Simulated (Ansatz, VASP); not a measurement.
**Cross-check of Be72H143 (V_H1) between VASP and Ansatz**

One calculation is typed for both programs; each brings its own data sets. How far apart do they land? The cell is taken from a series of runs on this material, whose earlier steps may have relaxed, scaled, displaced or heated it; both programs get it as it stands.

Program: Ansatz 0.2.0. Level of theory: plane waves, with VASP 6.6.1 beside it; single point at PBEsol. Results are calculated unless marked as measured.

### 1. Set-up

The cell holds 215 atoms: 72 Be and 143 H. Cell: a = 11.980 Å, b = 12.225 Å, c = 12.225 Å, α = 76.1°, β = 70.9°, γ = 70.9°. It derives from BeH2 (BeH2 (Ibam)). Nearest the centre at fractional (0.610, 0.532, 0.378): Be27 at 1.45 Å, Be37 at 1.51 Å, H146 at 2.08 Å, H174 at 2.16 Å, H136 at 2.33 Å, H155 at 2.37 Å, H126 at 2.39 Å, H173 at 2.47 Å.

### 2. Ansatz: single point, PBEsol

Ansatz runs on norm-conserving files, of PseudoDojo where its log says so.

A single point gives forces, pressure and levels at one fixed geometry, so differences don't come from the geometry; what else differs is listed under the comparison.

The input, input.yaml:

```yaml
crystal:
  lattice:
    - [11.97997845, 0.0, 0.0]
    - [3.99332615, -8.75735955, 7.53777216]
    - [3.99332615, -8.75735955, -7.53777216]
  atoms:
    - { symbol: Be, position: [0.16704285627, 0.12448830914, 0.37456273449] }
    - { symbol: Be, position: [0.16670997555, 0.37463516904, 0.12502614799] }
    - { symbol: Be, position: [0.26151119763, 0.41576238076, 0.41599197574] }
    - { symbol: Be, position: [0.1831938628, 0.16566562172, 0.16605011854] }
    - { symbol: Be, position: [0.14944708382, 0.33401887357, 0.33401941849] }
    - { symbol: Be, position: [0.0708466258, 0.08408218138, 0.08433981302] }
    - { symbol: H, position: [0.2167593817, 0.37135819271, 0.21789502965] }
    - { symbol: H, position: [0.21621949091, 0.21778199609, 0.37188068084] }
    - { symbol: H, position: [0.05689273022, 0.46771172794, 0.12150789959] }
    - { symbol: H, position: [0.27660511156, 0.37782850474, 0.03191682369] }
    - { symbol: H, position: [0.30692692149, 0.15893210169, 0.16018533506] }
    - { symbol: H, position: [0.14609061305, 0.40960136369, 0.40968095427] }
    - { symbol: H, position: [0.02551028144, 0.34078877636, 0.34017471928] }
    - { symbol: H, position: [0.18633874623, 0.09016580646, 0.09051968637] }
    - { symbol: H, position: [0.05728701213, 0.12033537229, 0.46755356764] }
    - { symbol: H, position: [0.27747282873, 0.0314052692, 0.37701101176] }
    - { symbol: H, position: [0.11646718047, 0.28189458475, 0.12833431105] }
    - { symbol: H, position: [0.11602276054, 0.1283414972, 0.2822129311] }
    - { symbol: Be, position: [0.16620979332, 0.12527559704, 0.8750058879] }
    - { symbol: Be, position: [0.16632936786, 0.37468161324, 0.62518561644] }
    - { symbol: Be, position: [0.2619194247, 0.41611071623, 0.91577593679] }
    - { symbol: Be, position: [0.18298517138, 0.16571726328, 0.66603438566] }
    - { symbol: Be, position: [0.15002004896, 0.33422406885, 0.83371991865] }
    - { symbol: Be, position: [0.07131012927, 0.08347175418, 0.58392952101] }
    - { symbol: H, position: [0.21721718627, 0.37133986264, 0.71748731986] }
    - { symbol: H, position: [0.21658476803, 0.217978692, 0.8715776057] }
    - { symbol: H, position: [0.0564056393, 0.46767451956, 0.62172252775] }
    - { symbol: H, position: [0.27618833158, 0.37793107336, 0.53206834651] }
    - { symbol: H, position: [0.30670166972, 0.15939775131, 0.65986184408] }
    - { symbol: H, position: [0.14663401935, 0.40992830469, 0.90921140574] }
    - { symbol: H, position: [0.02641274511, 0.34096270601, 0.83917938274] }
    - { symbol: H, position: [0.18646420482, 0.09013891538, 0.5903511255] }
    - { symbol: H, position: [0.05623873323, 0.12224498775, 0.968166859] }
    - { symbol: H, position: [0.27611914823, 0.03229841128, 0.87870699682] }
    - { symbol: H, position: [0.11609595964, 0.28192487293, 0.62847846663] }
    - { symbol: H, position: [0.1160906207, 0.12819588988, 0.7822712151] }
    - { symbol: Be, position: [0.16626489563, 0.62504733645, 0.37471105748] }
    - { symbol: Be, position: [0.16669616369, 0.87483193756, 0.12526621143] }
    - { symbol: Be, position: [0.26311817661, 0.9151343619, 0.41605608544] }
    - { symbol: Be, position: [0.18325258345, 0.6657842832, 0.16593329498] }
    - { symbol: Be, position: [0.14989360222, 0.83430576272, 0.3338937732] }
    - { symbol: Be, position: [0.07130873158, 0.58395773481, 0.08390614887] }
    - { symbol: H, position: [0.21715042946, 0.87176045199, 0.21783625425] }
    - { symbol: H, position: [0.21636563213, 0.71787435551, 0.37125955966] }
    - { symbol: H, position: [0.0567373985, 0.96773589922, 0.12162646942] }
    - { symbol: H, position: [0.27662588776, 0.87806151013, 0.03227592546] }
    - { symbol: H, position: [0.30702711639, 0.65924670458, 0.159792593] }
    - { symbol: H, position: [0.14774446842, 0.90891202172, 0.40976699649] }
    - { symbol: H, position: [0.02586226892, 0.84245668967, 0.33966572936] }
    - { symbol: H, position: [0.18662359376, 0.59034606317, 0.09018335875] }
    - { symbol: H, position: [0.05654395714, 0.62174075741, 0.46793344042] }
    - { symbol: H, position: [0.27618700779, 0.53195824168, 0.37814122436] }
    - { symbol: H, position: [0.11639456817, 0.78210400431, 0.12864542195] }
    - { symbol: H, position: [0.11606535463, 0.62821481005, 0.28202598055] }
    - { symbol: Be, position: [0.16650514259, 0.62525503903, 0.87480128418] }
    - { symbol: Be, position: [0.16709937963, 0.87451449685, 0.62538687555] }
    - { symbol: Be, position: [0.26188283963, 0.91599662294, 0.91617345004] }
    - { symbol: Be, position: [0.18394311499, 0.6652061798, 0.66631939778] }
    - { symbol: Be, position: [0.1499697861, 0.83405240392, 0.83426525864] }
    - { symbol: Be, position: [0.07113537898, 0.58382292678, 0.58413471406] }
    - { symbol: H, position: [0.21717893039, 0.87139026091, 0.71814967361] }
    - { symbol: H, position: [0.2167052402, 0.71787606034, 0.87198377446] }
    - { symbol: H, position: [0.05691232412, 0.96726906464, 0.62207955615] }
[... 32 lines left out ...]
    - { symbol: Be, position: [0.48320187977, 0.33431031035, 0.83349102287] }
    - { symbol: Be, position: [0.40428402402, 0.08372136594, 0.58426370966] }
    - { symbol: H, position: [0.54969104917, 0.37276390259, 0.71709090316] }
    - { symbol: H, position: [0.55000156153, 0.21791676597, 0.87089537439] }
    - { symbol: H, position: [0.39110850519, 0.4676386434, 0.61810418385] }
    - { symbol: H, position: [0.61134949553, 0.37551806537, 0.5309516191] }
    - { symbol: H, position: [0.63961866871, 0.15923521548, 0.66069988669] }
    - { symbol: H, position: [0.48012230641, 0.40962339196, 0.90924421196] }
    - { symbol: H, position: [0.35946813621, 0.34078883358, 0.83970333554] }
    - { symbol: H, position: [0.51959409768, 0.0903777034, 0.5903294928] }
    - { symbol: H, position: [0.38991733068, 0.12154952424, 0.96839184133] }
    - { symbol: H, position: [0.60939801815, 0.03182664696, 0.87926480267] }
    - { symbol: H, position: [0.44922400365, 0.2819332287, 0.62908014466] }
    - { symbol: H, position: [0.44929259716, 0.12755597728, 0.78258271107] }
    - { symbol: Be, position: [0.49307862159, 0.62797408657, 0.3775761225] }
    - { symbol: Be, position: [0.50050542144, 0.87363773428, 0.12625050558] }
    - { symbol: Be, position: [0.59583935896, 0.91533718662, 0.41670486396] }
    - { symbol: Be, position: [0.51749158513, 0.66378678398, 0.16717839257] }
    - { symbol: Be, position: [0.48595366567, 0.83149251849, 0.33458855035] }
    - { symbol: Be, position: [0.40462801461, 0.58366343295, 0.08396032075] }
    - { symbol: H, position: [0.55108375085, 0.8713799671, 0.21852195292] }
    - { symbol: H, position: [0.55498107085, 0.71305492026, 0.36851953523] }
    - { symbol: H, position: [0.39061591972, 0.96684692985, 0.12252091282] }
    - { symbol: H, position: [0.61010113552, 0.87660820552, 0.032626927] }
    - { symbol: H, position: [0.64111415095, 0.65833571916, 0.16018457621] }
    - { symbol: H, position: [0.4811801233, 0.90631693342, 0.41156066094] }
    - { symbol: H, position: [0.36165394879, 0.83737999319, 0.34194721838] }
    - { symbol: H, position: [0.52006130032, 0.59011740769, 0.09004278075] }
    - { symbol: H, position: [0.38191676928, 0.63161707124, 0.4691257631] }
    - { symbol: H, position: [0.44965845561, 0.7805889949, 0.13159163609] }
    - { symbol: H, position: [0.45235455911, 0.62137071929, 0.2825979516] }
    - { symbol: Be, position: [0.49989133216, 0.6248066477, 0.87455194743] }
    - { symbol: Be, position: [0.50013899055, 0.87466970859, 0.62560951819] }
    - { symbol: Be, position: [0.59527083662, 0.91541855958, 0.91652810899] }
    - { symbol: Be, position: [0.51648135426, 0.66591213415, 0.66551033362] }
    - { symbol: Be, position: [0.48318273767, 0.83386101321, 0.83432904703] }
    - { symbol: Be, position: [0.40567650688, 0.58403085254, 0.58135908951] }
    - { symbol: H, position: [0.55013157748, 0.87187516582, 0.71834353056] }
    - { symbol: H, position: [0.55017970249, 0.71750866768, 0.8712305485] }
    - { symbol: H, position: [0.39012483466, 0.96748599044, 0.62201551231] }
    - { symbol: H, position: [0.61034827439, 0.87825703493, 0.53286471662] }
    - { symbol: H, position: [0.64009972873, 0.6602408127, 0.6591580906] }
    - { symbol: H, position: [0.47994439507, 0.90885367274, 0.91045339578] }
    - { symbol: H, position: [0.35946108287, 0.84042298308, 0.84037703447] }
    - { symbol: H, position: [0.52075271408, 0.59183253557, 0.58738083321] }
    - { symbol: H, position: [0.39007223265, 0.62150444993, 0.96775387582] }
    - { symbol: H, position: [0.60989110331, 0.53203965724, 0.87835845276] }
    - { symbol: H, position: [0.44935511357, 0.78230735544, 0.62894396333] }
    - { symbol: H, position: [0.45018419199, 0.62727381072, 0.78161941886] }
    - { symbol: Be, position: [0.83079422392, 0.12730127278, 0.3752882655] }
    - { symbol: Be, position: [0.83430026203, 0.37537035417, 0.12412738974] }
    - { symbol: Be, position: [0.92852457181, 0.41733315748, 0.41546710251] }
    - { symbol: Be, position: [0.84938673782, 0.16665138618, 0.16615063628] }
    - { symbol: Be, position: [0.81410046312, 0.33978158372, 0.33272249746] }
    - { symbol: Be, position: [0.73774906753, 0.08419762289, 0.084065299] }
    - { symbol: H, position: [0.88497960527, 0.37242735845, 0.21662719755] }
    - { symbol: H, position: [0.87626414058, 0.22265294868, 0.37403739111] }
    - { symbol: H, position: [0.72459194265, 0.46776946652, 0.11886936497] }
    - { symbol: H, position: [0.94437675779, 0.37754909833, 0.03109999574] }
    - { symbol: H, position: [0.97321876447, 0.15923767031, 0.16075487228] }
    - { symbol: H, position: [0.81209503767, 0.41490274403, 0.40793602789] }
    - { symbol: H, position: [0.69014599815, 0.35815006533, 0.33061409737] }
    - { symbol: H, position: [0.8528346397, 0.09072976607, 0.09081352562] }
    - { symbol: H, position: [0.72120834563, 0.12261314789, 0.46836163712] }
    - { symbol: H, position: [0.94123005504, 0.03466381055, 0.37870210749] }
    - { symbol: H, position: [0.78333206361, 0.28292742968, 0.12804186254] }
    - { symbol: H, position: [0.78104636031, 0.13060454148, 0.28228992526] }
    - { symbol: Be, position: [0.83314945885, 0.12539294155, 0.87465345166] }
    - { symbol: Be, position: [0.83278227756, 0.3751635195, 0.6249729925] }
    - { symbol: Be, position: [0.92893041422, 0.41621564911, 0.91530045523] }
    - { symbol: Be, position: [0.84962375838, 0.16608925587, 0.66561253506] }
    - { symbol: Be, position: [0.81668237196, 0.33419880088, 0.83374475265] }
    - { symbol: Be, position: [0.7369235608, 0.08428571859, 0.58419789301] }
    - { symbol: H, position: [0.88347097592, 0.37162808774, 0.71744044294] }
    - { symbol: H, position: [0.88362976184, 0.21800354274, 0.87123408504] }
    - { symbol: H, position: [0.72285397446, 0.46821982437, 0.62184445902] }
    - { symbol: H, position: [0.9424529465, 0.37860460332, 0.5317702531] }
    - { symbol: H, position: [0.97350744254, 0.15961262558, 0.65898495311] }
    - { symbol: H, position: [0.81353346409, 0.40981403471, 0.90919618984] }
    - { symbol: H, position: [0.69297036092, 0.34031705099, 0.84012242489] }
    - { symbol: H, position: [0.85239193178, 0.09082155141, 0.58997662458] }
    - { symbol: H, position: [0.72329788769, 0.1221208435, 0.9678406193] }
    - { symbol: H, position: [0.94303818289, 0.03240790844, 0.87820294942] }
    - { symbol: H, position: [0.78275275244, 0.28235738912, 0.62797453243] }
    - { symbol: H, position: [0.78291015132, 0.12851960199, 0.78193444072] }
    - { symbol: Be, position: [0.83328591842, 0.62555895826, 0.37468984036] }
    - { symbol: Be, position: [0.83335590059, 0.87490510005, 0.12506937121] }
    - { symbol: Be, position: [0.92816152655, 0.91768304929, 0.4158083852] }
    - { symbol: Be, position: [0.85020224189, 0.66586214299, 0.16576184802] }
    - { symbol: Be, position: [0.81684734546, 0.83441261187, 0.33410466602] }
    - { symbol: Be, position: [0.73859943379, 0.58402332097, 0.08334107803] }
    - { symbol: H, position: [0.88349619771, 0.87185481998, 0.21778909262] }
    - { symbol: H, position: [0.8835829186, 0.71827541556, 0.37172216309] }
    - { symbol: H, position: [0.72343799031, 0.96790954496, 0.12165650834] }
    - { symbol: H, position: [0.9432356421, 0.87846008507, 0.03211185171] }
    - { symbol: H, position: [0.97383078274, 0.65958663342, 0.15973145707] }
    - { symbol: H, position: [0.81315815793, 0.91050398505, 0.40938597195] }
    - { symbol: H, position: [0.69323178545, 0.83993320432, 0.34072458921] }
    - { symbol: H, position: [0.85379119128, 0.59013664542, 0.09015252749] }
    - { symbol: H, position: [0.72334239413, 0.62167683221, 0.46758440102] }
    - { symbol: H, position: [0.94378360352, 0.53322606824, 0.37834073312] }
    - { symbol: H, position: [0.78321604484, 0.78208534542, 0.12830634642] }
    - { symbol: H, position: [0.78307434317, 0.62839425434, 0.2819910677] }
    - { symbol: Be, position: [0.8333571364, 0.62572767905, 0.8743854282] }
    - { symbol: Be, position: [0.83322391099, 0.87530183036, 0.62493993795] }
    - { symbol: Be, position: [0.92866489823, 0.91617362376, 0.91593019074] }
    - { symbol: Be, position: [0.84992667495, 0.66617108934, 0.66572560711] }
    - { symbol: Be, position: [0.81671484199, 0.8343901309, 0.83385400592] }
    - { symbol: Be, position: [0.73774754438, 0.58431457878, 0.58386482333] }
    - { symbol: H, position: [0.88331354005, 0.87237824809, 0.71765809672] }
    - { symbol: H, position: [0.88408384906, 0.71820194269, 0.87078611295] }
    - { symbol: H, position: [0.72300972045, 0.96789881521, 0.62154711758] }
    - { symbol: H, position: [0.94299651778, 0.87931116369, 0.53185742988] }
    - { symbol: H, position: [0.97361506167, 0.65969907727, 0.65962940905] }
    - { symbol: H, position: [0.81332596703, 0.90975618488, 0.90970445178] }
    - { symbol: H, position: [0.69300311016, 0.84041294016, 0.84029456801] }
    - { symbol: H, position: [0.85306238289, 0.59046654194, 0.59035676531] }
    - { symbol: H, position: [0.72338993563, 0.62317436066, 0.96750263865] }
    - { symbol: H, position: [0.94307654266, 0.53254816019, 0.87808523431] }
    - { symbol: H, position: [0.78334708704, 0.78241330487, 0.62787754974] }
    - { symbol: H, position: [0.7828206651, 0.62886775458, 0.7819159553] }
  symmetry: { detect: false }
basis:
  xc_grid: 2
  ecutwfc: 820
hamiltonian:
  xc: pbesol
  pseudopotentials: { kind: nc }
kpoints:
  mp_grid: { grid: [1, 1, 1] }
magnetization:
  spin_polarized: true
  initial_magnetization: 1
  spin_locking: { lock_magnetization: hard }
scf:
  occupations: { method: fermi_dirac, width: 0.01 }
  max_iter: 120
  lower_state_search: "off"
  n_extra_bands: 63
  convergence: { dr2_threshold: "1.0e-12 eV" }
output:
  orbitals: { bands: [v30, c30], seedname: "../cc1.nc4" }
checkpoint:
  read: "../cc1.nc0.run"
  write: "../cc1.nc4.run"
  compress: false
  write_wavefunctions: false
  write_every: 100000
```

On the command line:

```console
$ ansatz run input.yaml --threads 4 --pin off --max-ram 7536MiB --backend cpu --events-out ev --progress --plain --runs-dir out
```

Numbers of over 12 decimals in the logs are rounded to 6 here.

Output:

```text
Warning: basis.ecutwfc = 820 eV is below the records' recommended 1197.300995 eV, and the density's cutoff is lower with it unless basis.ecutrho_ratio is high enough to keep the records' density cutoff: compare with a run at a higher cutoff
Warning: the band count 279 (scf.n_extra_bands) hosts the net moment |M| = 1.0000 μB (N_el = 431) but caps the reachable moment at 2·n_bands − N_el = 127.0000 μB, below the 431 bands that the automatic rule leaves for it — a moment growing past the seed, or the majority channel's smearing tail, pins there with fewer empty majority states than that count leaves; raise or omit scf.n_extra_bands unless the cap is intended
Warning: checkpoint.read: the run can stay near the saved state's solution: 215 site(s) moved relative to the saved geometry (max |Δs| = 1.691e-3 fractional); the SCF starts from the saved state under `checkpoint.density_extrapolation: transplant`, in force with no word given; its orbitals are not used off its sites. A run without `checkpoint.read` takes nothing of the state. A lower free energy from it at the same positions (and U, V and field ramp, if any), with starting moments typed, shows a solution that this start missed, and an equal or higher one rules none out (checkpoint.read, Limitations, in the input reference)
scf.n_extra_bands = 63 over 216 filled bands (N_el = 431.0): the run solves 279 bands
Engine: ansatz 0.2.0, x86_64-unknown-linux-gnu
Pseudopotentials: kind: nc
Pseudopotential: Be, nc, valence charge 4, recommended cutoff 1197.300995 eV (normal), Be.nc.azcp (PseudoDojo's, or run here from an input of PseudoDojo's: the run reads no file of this project's for it)
Pseudopotential: H, nc, valence charge 1, recommended cutoff 979.609905 eV (normal), H.nc.azcp (PseudoDojo's, or run here from an input of PseudoDojo's: the run reads no file of this project's for it)
Functional definition: PBEsol
  exchange = pbesol_x
  correlation = pbesol_c
Crystal: 215 atoms, lattice volume = 1581.620 Å³
Basis set: ecut = 820 eV, 84285 PW (Γ), exchange–correlation on 240×240×240 points (8 copies of the dense FFT grid, shifted against one another)
Bands: 279, of which v1, the nominal top of the filled ones, is band 216 counted from 1 (215 counted from 0)
Symmetry: 1 space group operations
k-points: 1
Non-local potential: Be, projectors of the file, l = 0: 2, l = 1: 2
Non-local potential: H, projectors of the file, l = 0: 2, l = 1: 1
Initial density: read from a saved state, or passed on in memory by an earlier SCF of this step, an earlier step, the calling program or the single point that the run made first, carried with its atoms to this geometry
Starting moments: Σ|m| = 1 μB on 215 of 215 sites; this step starts from the density that it was given
Initial wavefunctions: pseudopotential atomic-orbital guess
Functional: x = pbesol(κ = 0.804, μ = 0.123457), c = pbesol(β = 0.046)
iter 1 solved again at ethr=6.06e-7 eV; its pass at ethr=3.10e-3 eV (dr2=2.61e-3 eV) is discarded
SCF iter   1: F=—  HF=-29428.456000 eV  |F-HF|=—  |Δ(HF+E_count)|=         —  Δρ=5.62e-4 (↑5.62e-4 ↓5.36e-4)  dr2=2.39e-3  dr2_m=1.31e-4  M=1.000 μB ∫|m|=1.068 μB  β_m=0.30  ethr=6.06e-7  ⟨swp⟩=12.5  Hψ=5487  notcnv=0
preconditioner: auto → Resta (q_TF=auto, 2.197 Å⁻¹)  ε∞=4.1  [insulator: Δε(μ)=2.574 eV  Ē_g=8.991 eV  σ=0.010 eV  W_gap=1.00  n_scr=284 (ndim 8)  ℏωp=15.8 eV  f_vac=0.000  D(μ)=0.00/eV (n_scr^D=0)  ε∞_Penn≈4.1]
spin=Collinear: Resta preconditioning applied to the charge; magnetization (m = ρ↑ − ρ↓) channel mixes plain (no charge-response kernel on spin).
SCF iter   2: F=—  HF=-29428.455713 eV  |F-HF|=—  |Δ(HF+E_count)|=   2.87e-4  Δρ=3.95e-4 (↑3.95e-4 ↓3.74e-4)  dr2=1.21e-3  dr2_m=6.91e-5  M=1.000 μB ∫|m|=1.068 μB  β_m=0.65  ethr=5.55e-7  ⟨swp⟩=1.5  Hψ=601  notcnv=0
SCF iter   3: F=—  HF=-29428.455834 eV  |F-HF|=—  |Δ(HF+E_count)|=   1.21e-4  Δρ=1.14e-5 (↑1.14e-5 ↓1.10e-5)  dr2=6.24e-6  dr2_m=2.12e-7  M=1.000 μB ∫|m|=1.068 μB  β_m=0.82  ethr=2.81e-7  ⟨swp⟩=2.5  Hψ=992  notcnv=0
SCF iter   4: F=—  HF=-29428.457492 eV  |F-HF|=—  |Δ(HF+E_count)|=   1.66e-3  Δρ=2.95e-6 (↑2.95e-6 ↓2.72e-6)  dr2=6.29e-7  dr2_m=1.07e-8  M=1.000 μB ∫|m|=1.068 μB  β_m=0.91  ethr=1.45e-9  ⟨swp⟩=2.5  Hψ=935  notcnv=0
SCF iter   5: F=—  HF=-29428.457493 eV  |F-HF|=—  |Δ(HF+E_count)|=   3.78e-7  Δρ=5.27e-7 (↑5.07e-7 ↓5.27e-7)  dr2=2.61e-8  dr2_m=5.68e-10  M=1.000 μB ∫|m|=1.068 μB  β_m=0.96  ethr=1.46e-10  ⟨swp⟩=2.5  Hψ=864  notcnv=0
SCF iter   6: F=—  HF=-29428.457493 eV  |F-HF|=—  |Δ(HF+E_count)|=   2.83e-8  Δρ=1.09e-7 (↑1.06e-7 ↓1.09e-7)  dr2=9.90e-10  dr2_m=1.73e-11  M=1.000 μB ∫|m|=1.068 μB  β_m=0.98  ethr=6.06e-12  ⟨swp⟩=2.5  Hψ=792  notcnv=0
SCF iter   7: F=—  HF=-29428.457493 eV  |F-HF|=—  |Δ(HF+E_count)|=   1.14e-9  Δρ=2.31e-8 (↑2.08e-8 ↓2.31e-8)  dr2=3.48e-11  dr2_m=6.34e-13  M=1.000 μB ∫|m|=1.068 μB  β_m=0.99  ethr=1.00e-12  ⟨swp⟩=2.0  Hψ=732  notcnv=0
[...]
Free energy (F): -29428.457493 eV
Harris-Foulkes:  -29428.457493 eV  (|F-HF|=3.64e-11)
Internal energy: -29428.457493 eV  (E = F + TS)
E sigma→0 (E₀):  -29428.457493 eV
Fermi energy:    2.329810 (↑ 2.889428, ↓ 1.148298) eV
--- Per-component energies (eV) ---
  E_band       = -14885.857041
  E_kinetic    = 19109.571829
  E_local      = -19291.823431  (includes V_loc(G=0)·N_el)
  E_nonlocal   = -20256.727939
  E_hartree    = 6659.585783
  E_xc         = -5975.893426
  E_vxc        = -7766.049066  (∫ρ·V_xc dr)
  E_ewald      = -9673.170308
  E_smearing   = -0.000000  (= −TS)
  E_closure    = 0.000000  (closes the sum)
  Σ components = -29428.457493   (vs F -29428.457493, Δ=0.00e0)
--- Band table (eV) ---
  k-point 0 ↑: bands = [... 212 lower, -0.8102, -0.8069, -0.7611, 1.6060, 4.1729, 4.6304, 4.6670, 4.6680, ... 59 higher]
  k-point 0 ↓: bands = [... 212 lower, -0.8045, -0.8024, -0.7573, 3.0536, 4.1847, 4.6421, 4.6729, 4.6732, ... 59 higher]
```

Reading the cycles: dr2 is the Hartree energy of the density residual (eV), the measure of convergence; HF is the Harris–Foulkes estimate of the energy, which meets the free energy F at convergence.

(Part 1 of 2 ends here.)

[Lines on the potential files, build, host, timing and source positions are cut from VASP's logs without a mark.]

[Logs are printed without paths, hosts, clocks, repeated set-up lines and the standing remarks that a program may print on its own settings, such as how far it seeks lower states.]

[Hosts, paths, dates, database ids (printed as entryN), source tags and the programs' standing remarks are cut or masked in the printed files.]
